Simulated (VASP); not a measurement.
These are PBEsol GGA, VASP's PBE PAW potentials (set 64) (plane waves; VASP) values and carry that method's errors.

VASP input:

File KPOINTS:
```
K-points
0
Gamma
  11 11 7
0 0 0
```

**INCAR**
```
ENCUT = 400   # plane-wave cut-off (eV)
ALGO = Normal
LWAVE = F
ISMEAR = 1   # Methfessel-Paxton
LMAXMIX = 4   # l cut-off of mixed one-centre charges
EDIFF = 1E-6   # SCF stop (eV)
SYSTEM = Sb
LCHARG = F
IBRION = 2   # conjugate gradients
LASPH = T   # aspherical one-centre terms
PREC = Accurate
LREAL = F
ISIF = 3   # ions, shape and volume
NELM = 100   # most electronic steps
NSW = 60   # most ionic steps
GGA = PS   # PBEsol
EDIFFG = -0.01
SIGMA = 0.1   # width (eV)
```

### POSCAR
```
Sb
1
    3.3300000000     0.0000000000     0.0000000000
   -1.6650000000     2.8838650000     0.0000000000
    0.0000000000     0.0000000000     5.2300000000
Sb
2
Direct
  0.3333330000   0.6666670000   0.2500000000
  0.6666670000   0.3333330000   0.7500000000
```

POTCAR, in this order: Sb (PBE.64 set). Program: vasp_std.

Task: What will the output report for the number of irreducible k-points (NKPTS), number of bands (NBANDS), largest plane-wave count, number of space-group operations, FFT grid (NGX, NGY, NGZ)?

Result: 
```yaml
number of irreducible k-points (NKPTS): 64
number of bands (NBANDS): 9
largest_plane_wave_count: 935
number_of_space_group_operations: 24
FFT grid (NGX, NGY, NGZ): 24 × 24 × 36
```

The structure comes from a measured Sb entry (P6_3/mmc) of the Crystallography Open Database, whose conditions weren't checked. This run relaxes it. Symmetry was kept, so distortions that lower it aren't found.
